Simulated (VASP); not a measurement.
# Sn2C (Fm-3m): band edges, masses and strain, part 3 of 3

The runs below take Sn2C at its given cell and follow the band edges through several levels. The cell is generated by rule, not measured, and may not be a known phase.

VASP 6.6.1, plane waves and PAW; the level of theory is named at each step.

Still holding for the runs below: The k-mesh is coarse for a metal.

So far. Step 3 (Bands on a dense mesh): At 148.6 GPa the cell is away from the equilibrium volume of this level: left free, it would expand. Step 5 (Orbitals for bands with HSE06): The run ends at a pressure of 150.33 GPa.

The structure was built from a prototype and need not be the compound's stable phase.

### Step 6. Bands with HSE06

This step: HSE06; plane waves and PAW (C, Sn_d); invented cell (VASP 6.6.1).

A quarter of screened exact exchange corrects much of the semilocal gap error; its cost forces a coarser mesh.

INCAR

```
SYSTEM = Sn2C
PREC = Accurate
ENCUT = 520
EDIFF = 1E-06
NELM = 100
ISMEAR = 0
SIGMA = 0.02
LREAL = .FALSE.
ALGO = Normal
LHFCALC = .TRUE.
AEXX = 0.25
GGA = PE
HFSCREEN = 0.2
LASPH = .TRUE.
NBANDS = 22
PRECFOCK = Fast
LORBIT = 11
LWAVE = .FALSE.
LCHARG = .FALSE.
KPAR = 4
ISIF = 2
```

POSCAR

```
Sn2C
1.0
    0.0000000000      2.5927600000      2.5927600000
    2.5927600000      0.0000000000      2.5927600000
    2.5927600000      2.5927600000      0.0000000000
C Sn
1 2
Direct
    0.0000000000      0.0000000000      0.0000000000
    0.2500000000      0.2500000000      0.2500000000
    0.7500000000      0.7500000000      0.7500000000
```

KPOINTS

```
Automatic mesh
0
Gamma
6 6 6
0 0 0
```

KPOINTS_OPT

```
Line mode
8
Line-mode
Reciprocal
  0.00000000   0.00000000   0.00000000 GAMMA
  0.50000000   0.00000000   0.50000000 X

  0.50000000   0.00000000   0.50000000 X
  0.50000000   0.25000000   0.75000000 W

  0.50000000   0.25000000   0.75000000 W
  0.37500000   0.37500000   0.75000000 K

  0.37500000   0.37500000   0.75000000 K
  0.00000000   0.00000000   0.00000000 GAMMA

  0.00000000   0.00000000   0.00000000 GAMMA
  0.50000000   0.50000000   0.50000000 L

  0.50000000   0.50000000   0.50000000 L
  0.62500000   0.25000000   0.62500000 U

  0.62500000   0.25000000   0.62500000 U
  0.50000000   0.25000000   0.75000000 W

  0.50000000   0.25000000   0.75000000 W
  0.50000000   0.50000000   0.50000000 L

  0.50000000   0.50000000   0.50000000 L
  0.37500000   0.37500000   0.75000000 K

  0.62500000   0.25000000   0.62500000 U
  0.50000000   0.00000000   0.50000000 X
```

The projector-augmented-wave data sets are C and Sn_d (PBE family, release 64).

The WAVECAR or CHGCAR of an earlier step is read.

On the command line:

```
$ mpirun -np 4 vasp_std
```

The log of the run:

```text
[banner, memory and clock lines left out]
running    4 mpi-ranks, on    1 nodes
 distrk:  each k-point on    1 cores,    4 groups
 distr:  one band on    1 cores,    1 groups

 POSCAR found type information on POSCAR C Sn
 POSCAR found :  2 types and       3 ions
 LDA part: xc-table for (Slater+PW92), standard interpolation
 found WAVECAR, reading the header
 POSCAR, INCAR and KPOINTS ok, starting setup
 FFT: planning ... GRIDC
 FFT: planning ... GRID_SOFT
 FFT: planning ... GRID
 reading WAVECAR
 the WAVECAR file was read successfully
 initial charge from wavefunction
 entering main loop
       N       E                     dE             d eps       ncg     rms          rms(c)
DAV:   1    -0.759305884422E+01   -0.75931E+01   -0.53191E-01   922   0.902E+00    0.132E+00
DAV:   2    -0.759468639491E+01   -0.16276E-02   -0.22688E-02   814   0.168E+00    0.930E-01
DAV:   3    -0.759486944389E+01   -0.18305E-03   -0.44109E-03  1092   0.668E-01    0.625E-01
DAV:   4    -0.759490927737E+01   -0.39833E-04   -0.22370E-04   844   0.130E-01    0.384E-01
DAV:   5    -0.759489845088E+01    0.10826E-04   -0.41431E-05   962   0.623E-02    0.236E-01
DAV:   6    -0.759490508923E+01   -0.66383E-05   -0.17389E-05   862   0.320E-02    0.145E-01
DAV:   7    -0.759490994878E+01   -0.48596E-05   -0.20104E-06   704   0.130E-02    0.872E-02
DAV:   8    -0.759491248974E+01   -0.25410E-05   -0.10071E-06   572   0.780E-03    0.529E-02
DAV:   9    -0.759491255389E+01   -0.64153E-07   -0.36107E-07   460   0.540E-03
   1 F= -.75949126E+01 E0= -.75944132E+01  d E =-.998675E-03
 Start KPOINTS_OPT (optional k-point list driver)
k-point batch [1-16\80]
       N       E                     dE             ncg
DAV:   1     0.392596538788E+04   -0.11550E+05      764
DAV:   2    -0.411395854521E+03   -0.43374E+04      710
DAV:   3    -0.859143971290E+03   -0.44775E+03      830
DAV:   4    -0.878089632033E+03   -0.18946E+02      806
DAV:   5    -0.878572585445E+03   -0.48295E+00     1032
DAV:   6    -0.878584120234E+03   -0.11535E-01      910
DAV:   7    -0.878584649427E+03   -0.52919E-03     1070
DAV:   8    -0.878584658504E+03   -0.90771E-05      636
DAV:   9    -0.878584658944E+03   -0.43950E-06      558
[...]
k-point batch [65-80\80]
       N       E                     dE             ncg
DAV:   1     0.399190672187E+04   -0.16132E+05      748
DAV:   2    -0.435641093546E+03   -0.44275E+04      710
DAV:   3    -0.904098823986E+03   -0.46846E+03      824
DAV:   4    -0.923555044397E+03   -0.19456E+02      818
DAV:   5    -0.924119253460E+03   -0.56421E+00      990
DAV:   6    -0.924136939989E+03   -0.17687E-01      962
DAV:   7    -0.924137751707E+03   -0.81172E-03     1048
DAV:   8    -0.924137784031E+03   -0.32323E-04      656
DAV:   9    -0.924137785324E+03   -0.12931E-05      610
DAV:  10    -0.924137785409E+03   -0.84824E-07      562
```

Elapsed: 24 min, on 4 MPI ranks of Intel Xeon 6975P-C (Granite Rapids), shared host; peak memory 1.2 GiB; 1.6 h of CPU time.

Parts of OUTCAR (step 6):

```text
   k-points           NKPTS =     16   k-points in BZ     NKDIM =    216   number of bands    NBANDS=     22

   NELECT =      32.0000    total number of electrons

  exchange ACFDT corr.  =         0.00000000  see jH, gK, PRB 81, 115126

 E-fermi :  17.0853

 k-point     1 :       0.0000    0.0000    0.0000
  band No.  band energies     occupation
    ...
     14      13.0168      2.00000
     15      13.0168      2.00000
     16      15.8000      2.00000
     17      15.8000      2.00000
     18      15.8000      2.00000
     19      21.9574      0.00000
     20      23.9246      0.00000
     21      23.9246      0.00000
     22      23.9246      0.00000

  Total       32.0969543     32.0969543     32.0969543      0.0000000     -0.0000000      0.0000000
  in kB     1475.2222605   1475.2222605   1475.2222605      0.0000000     -0.0000000      0.0000000
  external PRESSURE =    1475.2222605 kB  Pullay stress =       0.0000000 kB

 POSITION                                       TOTAL-FORCE (eV/Angst)
 -----------------------------------------------------------------------------------
      0.00000      0.00000      0.00000        -0.000000      0.000000     -0.000000
      1.29638      1.29638      1.29638         0.000000      0.000000      0.000000
      3.88914      3.88914      3.88914        -0.000000     -0.000000     -0.000000
 -----------------------------------------------------------------------------------
    total drift:                               -0.000000     -0.000000     -0.000000

  FREE ENERGIE OF THE ION-ELECTRON SYSTEM (eV)
  ---------------------------------------------------
  free  energy   TOTEN  =        -7.5949125539 eV

  energy  without entropy=       -7.5939138785  energy(sigma->0) =       -7.59441322

[... 7 parts as in an earlier step ...]

[... 9 further parts left out ...]
```

The PAW data sets were made with PBE, which is usual practice but a small mismatch for other functionals.

Numbers from this step:

* SCF cycles: 9
* free energy (TOTEN): -7.595 eV
* energy at zero smearing: -7.594 eV
* Fermi energy: 17.09 eV
* pressure: 147.5 GPa

Electronic bands along the path, in eV, zero at the Fermi level; # counts the bands kept, so #1 is VASP's band 12:

```csv
point,#1,#2,#3,#4,#5,#6,#7,#8
Γ,-5.03,-4.07,-4.07,-4.07,-1.29,-1.29,-1.29,4.87
0.57 of the way,-9.50,-7.70,-7.70,-3.91,-2.74,2.78,3.04,3.04
X,-13.34,-9.06,-9.06,-4.72,-4.21,4.63,6.00,6.00
0.57 of the way,-12.92,-10.66,-9.99,-2.31,-2.11,3.36,3.53,6.34
W,-12.04,-12.04,-10.48,0.18,0.60,1.02,1.02,7.13
0.57 of the way,-12.57,-11.93,-9.15,-2.64,0.32,2.53,2.80,5.83
K,-12.69,-12.03,-8.17,-3.93,0.23,3.34,3.87,4.61
0.43 of the way,-10.57,-9.64,-5.56,-2.53,0.32,0.41,2.28,3.41
Γ,-5.03,-4.07,-4.07,-4.07,-1.29,-1.29,-1.29,4.87
0.43 of the way,-9.06,-5.03,-5.03,-4.19,0.13,0.13,0.21,5.00
L,-14.62,-5.78,-5.78,-4.73,0.35,0.35,2.33,5.09
0.43 of the way,-14.17,-8.62,-6.64,-3.09,-0.29,1.75,3.15,5.68
U,-12.69,-12.03,-8.17,-3.93,0.23,3.34,3.87,4.61
0.43 of the way,-12.57,-11.93,-9.15,-2.64,0.32,2.53,2.80,5.83
W,-12.04,-12.04,-10.48,0.18,0.60,1.02,1.02,7.13
0.43 of the way,-13.56,-10.10,-8.16,-1.62,-0.76,2.59,3.18,4.89
L,-14.62,-5.78,-5.78,-4.73,0.35,0.35,2.33,5.09
0.43 of the way,-14.17,-8.62,-6.64,-3.09,-0.29,1.75,3.15,5.68
K,-12.69,-12.03,-8.17,-3.93,0.23,3.34,3.87,4.61
jump to U,-12.69,-12.03,-8.17,-3.93,0.23,3.34,3.87,4.61
0.43 of the way,-13.13,-10.63,-8.76,-4.28,-2.39,4.16,5.06,5.41
X,-13.34,-9.06,-9.06,-4.72,-4.21,4.63,6.00,6.00
```

Of the projections kept (C, Sn), the largest for each band there; the rest of the weight can lie on other orbitals:

```
point       #1       #2       #3       #4       #5       #6       #7       #8
    Γ   C 0.66   C 0.59   C 0.59   C 0.59  Sn 1.00  Sn 1.00  Sn 1.00  Sn 1.00
    X  Sn 0.88  Sn 0.74  Sn 0.74  Sn 1.00  Sn 0.76   C 0.72  Sn 0.52  Sn 0.52
    W  Sn 0.86  Sn 0.86  Sn 0.81  Sn 0.52  Sn 0.77  Sn 0.75  Sn 0.75  Sn 0.66
    K  Sn 0.87  Sn 0.85  Sn 0.71  Sn 0.89  Sn 0.73   C 0.56  Sn 0.66  Sn 0.62
    Γ   C 0.66   C 0.59   C 0.59   C 0.59  Sn 1.00  Sn 1.00  Sn 1.00  Sn 1.00
    L  Sn 0.88  Sn 0.56  Sn 0.56  Sn 0.69  Sn 1.00  Sn 1.00  Sn 0.56  Sn 0.61
```

The electronic bands as a text plot (rows in eV, shown from -8.0 to 5.6 only):

```
    5.3 | *     *       *          ***   **         ** ***     *
    4.8 |*       **      *     *  *  ****      *           *  * *
    4.2 |      **  *      **                 **             ****
    3.6 |  *   *    *    ******              * *            * *
    3.1 |    **         *                  **   *    **   **
    2.5 |   *          *  * **          ***  ** *   ** *** ***
    1.9 |   *        * *  *            *    *    * **     *
    1.4 |            **    *          *      *   * *  *     *
    0.8 |             *    *  *           **  *   *    * *   *
    0.2 |  *         * ***  ****     ******    ****    *** *
   -0.3 |            **       **    *      **      ** *   *
   -0.9 | *                    *** *             *  **        *
   -1.5 |**                     ***
   -2.0 |   *       *  *
   -2.6 |  * **            ****                 *    *
   -3.2 | * *      *    * *    *           **         *   **   *
   -3.7 |    ****        *      ** **        ***       *    **
   -4.3 |*     * **            ***** ***  *              *    ***
   -4.9 |**     **            * *** **  **              *       *
   -5.4 |  *                **        **
   -6.0 | *                     ** *    ****           ***
   -6.6 |   *              *   *          * *         ** **
   -7.1 |  *              *         *                *     *
   -7.7 |    **                *           * **       *     **
         Γ       X    W  K        Γ      L     U  W     L   K|U X
```

### Step 7. Summary of results

- gap, PBE: none
- gap with spin-orbit coupling: none
- gap, HSE06 without spin-orbit coupling: none

At this level the bands overlap or touch. Masses were not obtained, since there is no gap at this level. The strain response was not obtained, since there is no gap at this level.

[Lines on the potential files, build, host, timing and source positions are cut from VASP's logs without a mark.]

[Logs are printed without paths, hosts, clocks, repeated set-up lines and the standing remarks that a program may print on its own settings, such as how far it seeks lower states.]

[Hosts, paths, dates, database ids (printed as entryN), source tags and the programs' standing remarks are cut or masked in the printed files.]

[In band tables of VASP the shares of atoms and orbitals are scaled to a sum of 1 inside the atoms' spheres.]

[Gaps and slopes under strain along one axis are those of the sampled path and mesh points; where strain splits equal valleys, another of them can be the edge.]
